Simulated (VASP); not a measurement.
Consider the following.

```yaml
crystal:
  lattice:
    - [3.99662, 0.00000, 0.00000]
    - [0.00000, 3.99662, 0.00000]
    - [0.00000, 0.00000, 5.26154]
  atoms:
    - { symbol: Pb, position: [0.50000, 0.00000, 0.77373] }
    - { symbol: Pb, position: [0.00000, 0.50000, 0.22627] }
    - { symbol: O, position: [0.49374, 0.50000, 0.00000] }
    - { symbol: O, position: [0.00000, 0.00000, 0.00000] }
```

All values below come from r2SCAN meta-GGA, VASP's PBE PAW potentials (set 64) (plane waves; VASP). Numerical set-up: 600 eV cut-off, 6×6×4 Γ-centred mesh, Gaussian smearing of 0.050 eV, potentials Pb_d O.

### Question
Which forces act on the atoms, in eV/Å?

### Answer

```json
[
 {"atom": "Pb1", "Fx": "-0.016", "Fy": "0.000", "Fz": "0.019"},
 {"atom": "Pb2", "Fx": "-0.069", "Fy": "0.000", "Fz": "-0.013"},
 {"atom": "O3", "Fx": "0.168", "Fy": "0.000", "Fz": "-0.006"},
 {"atom": "O4", "Fx": "-0.083", "Fy": "0.000", "Fz": "0.000"}
]
```

### Question
Give the stress tensor in GPa (positive for a compressed cell).

### Answer

```
 0.00   0.00  -0.16
 0.00  -0.02   0.00
-0.16   0.00  -0.05
```
The pressure is its mean diagonal, -0.02 GPa.

The compound is PbO in the litharge structure. This cell was strained or had an atom moved on purpose.
